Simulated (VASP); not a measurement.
Computed with PBEsol GGA, VASP's PBE PAW potentials (set 64) (plane waves; VASP).

VASP input:

### POSCAR
```
Al3InAs4
4.0896940
  0.0000000000   0.7071068138   0.7071068138
  0.7071068138   0.0000000000   0.7071068138
  2.8276451372   2.8276451372   0.0007821181
In As Al
1 4 3
direct
  0.0021380139   0.0021380139   0.9983964895
  0.2343919026   0.2343919026   0.0742060731
  0.2458679821   0.2458679821   0.3155990135
  0.2545709803   0.2545709803   0.5590717648
  0.2646676900   0.2646676900   0.8014992324
  0.9902453340   0.9902453340   0.2573159995
  0.9997370251   0.9997370251   0.5001972312
  0.0083810720   0.0083810720   0.7437141960
```

### INCAR
```
! general
SYSTEM  = Al3InAs4
PREC    = Accurate
ENCUT   = 400
LREAL   = .False.
LASPH   = .True.

! electronic loop
EDIFF   = 1E-7
NELM    = 100
ALGO    = Normal
LMAXMIX = 4

! smearing
ISMEAR  = -5

! functional
GGA     = PS

! ions
ISIF    = 2

! output
LWAVE   = .False.
LCHARG  = .True.
LORBIT  = 11
NEDOS   = 601

! other
LEFG    = .True.
```

File KPOINTS:
```
Automatic
0
Gamma
8 8 2
0 0 0
```

POTCAR, in this order: In_d As Al (PBE.64 set). Program: vasp_std.

The resulting files:

File OSZICAR:
```
       N       E                     dE             d eps       ncg     rms          rms(c)
DAV:   1     0.224024775070E+03    0.22402E+03   -0.14396E+04  1040   0.116E+03
DAV:   2    -0.167483499243E+02   -0.24077E+03   -0.23543E+03  1210   0.269E+02
DAV:   3    -0.389439668323E+02   -0.22196E+02   -0.21851E+02  1310   0.873E+01
DAV:   4    -0.396277203292E+02   -0.68375E+00   -0.68230E+00  1328   0.179E+01
DAV:   5    -0.396551652688E+02   -0.27445E-01   -0.27434E-01  1568   0.322E+00    0.735E+00
DAV:   6    -0.387030647371E+02    0.95210E+00   -0.17507E+00  1402   0.133E+01    0.425E+00
DAV:   7    -0.385455122437E+02    0.15755E+00   -0.10008E+00  1438   0.532E+00    0.113E+00
DAV:   8    -0.385339523657E+02    0.11560E-01   -0.76262E-02  1438   0.245E+00    0.727E-01
DAV:   9    -0.385344100371E+02   -0.45767E-03   -0.72967E-03  1336   0.668E-01    0.150E-01
DAV:  10    -0.385343395954E+02    0.70442E-04   -0.87162E-04  1646   0.277E-01    0.102E-01
DAV:  11    -0.385344313417E+02   -0.91746E-04   -0.18401E-04  1346   0.976E-02    0.452E-02
DAV:  12    -0.385344367426E+02   -0.54008E-05   -0.15868E-05  1592   0.300E-02    0.281E-02
DAV:  13    -0.385344379216E+02   -0.11790E-05   -0.25859E-06  1394   0.116E-02    0.995E-03
DAV:  14    -0.385344381187E+02   -0.19710E-06   -0.11982E-06  1140   0.671E-03    0.317E-03
DAV:  15    -0.385344381678E+02   -0.49143E-07   -0.74470E-08   952   0.220E-03
   1 F= -.38534438E+02 E0= -.38534438E+02  d E =0.000000E+00
```

OUTCAR:
```
------------------------ aborting loop because EDIFF is reached ----------------------------------------
  FORCE on cell =-STRESS in cart. coord.  units (eV):
  Direction    XX          YY          ZZ          XY          YZ          ZX
  --------------------------------------------------------------------------------------
  Total       -0.0387285     -0.0387285     -0.0387285      0.0437755     -0.0437755     -0.0437755
  in kB       -0.3208514     -0.3208514     -0.3208514      0.3626636     -0.3626636     -0.3626636
  external PRESSURE =      -0.3208514 kB  Pullay stress =       0.0000000 kB
  volume of cell :      193.39
      direct lattice vectors                 reciprocal lattice vectors
     0.000000000  2.891850494  2.891850494    -0.172923586  0.172875756  0.172923586
     2.891850494  0.000000000  2.891850494     0.172875756 -0.172923586  0.172923586
    11.564203352 11.564203352  0.003198624     0.043242854  0.043242854 -0.043242854
 POSITION                                       TOTAL-FORCE (eV/Angst)
 -----------------------------------------------------------------------------------
     11.55184     11.55184      0.01556        -0.005183     -0.005183      0.005183
      1.53596      1.53596      1.35589         0.007198      0.007198     -0.007198
      4.36066      4.36066      1.42304         0.009469      0.009469     -0.009469
      7.20140      7.20140      1.47415         0.007160      0.007160     -0.007160
     10.03408     10.03408      1.53332         0.007772      0.007772     -0.007772
      5.83930      5.83930      5.72811        -0.007350     -0.007350      0.007350
      8.67547      8.67547      5.78378        -0.007129     -0.007129      0.007129
      8.62470      8.62470      0.05085        -0.011938     -0.011938      0.011938
 -----------------------------------------------------------------------------------
    total drift:                                0.000180      0.000180     -0.000114
  FREE ENERGIE OF THE ION-ELECTRON SYSTEM (eV)
  ---------------------------------------------------
  free  energy   TOTEN  =       -38.5344381678 eV

  energy  without entropy=      -38.5344381678  energy(sigma->0) =      -38.53443817

 total charge

# of ion       s       p       d       tot
------------------------------------------
    1        0.847   0.786   9.895  11.528
    2        1.212   1.630   0.026   2.867
    3        1.199   1.652   0.023   2.875
    4        1.199   1.652   0.023   2.874
    5        1.203   1.626   0.022   2.852
    6        0.402   0.355   0.000   0.757
    7        0.402   0.354   0.000   0.756
    8        0.403   0.355   0.000   0.757
--------------------------------------------------
tot          6.867   8.410   9.989  25.266
```
(Selected blocks of OUTCAR.)

The structure was generated: Al3InAs4 was put into an ordered model structure (R3m), which need not be its known phase. It was relaxed first.
